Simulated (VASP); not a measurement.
Given:

```
CELL_PARAMETERS angstrom
      2.93729     0.00000     0.00000
      0.00000     2.79370     0.00000
      0.00000     0.00000     2.82965
ATOMIC_POSITIONS crystal
  Al 0.50000 0.50000 0.50000
  Co 0.03266 0.00000 0.00000
```

These are PBE GGA, VASP's PBE PAW potentials (set 64) (plane waves; VASP) values and carry that method's errors. Numerical set-up: 520 eV cut-off, 11×12×12 Γ-centred mesh, first-order Methfessel-Paxton smearing of 0.10 eV, potentials Al Co_sv.

Problem. Give the force on each atom (eV/Å).

Solution. 
```csv
atom,Fx,Fy,Fz
Al1,0.697,0.000,0.000
Co2,-0.697,0.000,0.000
```

Problem. Give the stress tensor in GPa (positive for a compressed cell).

Solution. 
```
-5.03   0.00   0.00
 0.00   2.53   0.00
 0.00   0.00  -0.40
```
The pressure is its mean diagonal, -0.97 GPa.

The compound is CoAl in the CsCl type structure. The cell was not relaxed at this level, atoms are displaced from their ideal sites. The run is one of a series of settings (ENCUT = 520, POTCAR Al Co_sv (PBE.64 set) against the base run), some of them coarse on purpose. The run is not spin-polarised, so no magnetic state was tried.
